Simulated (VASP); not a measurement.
```
MgS
1.0
    0.00000     2.61138     2.61138
    2.61138     0.00000     2.61138
    2.61138     2.61138     0.00000
Mg S
1 1
Direct
  0.00000   0.00000   0.00000
  0.50000   0.50000   0.50000
```

All values below come from PBE GGA, VASP's PBE PAW potentials (set 64) (plane waves; VASP). Settings: 520 eV cut-off, Gaussian smearing of 0.050 eV, potentials Mg S.

Q: Give the energies of bands 2 to 7 at the high-symmetry points, in eV from the valence-band maximum.

A: 
| band | Γ | X | U | L | W |
|---|---|---|---|---|---|
| 2 | 0.00 | -4.13 | -3.64 | -4.77 | -3.18 |
| 3 | 0.00 | -1.66 | -3.14 | -0.58 | -3.18 |
| 4 | 0.00 | -1.66 | -1.34 | -0.58 | -2.33 |
| 5 | 3.62 | 2.75 | 3.89 | 4.53 | 5.21 |
| 6 | 7.96 | 4.43 | 6.69 | 6.89 | 7.94 |
| 7 | 7.96 | 11.89 | 9.65 | 6.89 | 7.94 |

The gap is indirect, 2.75 eV, from the valence maximum at Γ to the conduction minimum at X.

The compound is MgS in the rock salt structure. It was relaxed first.
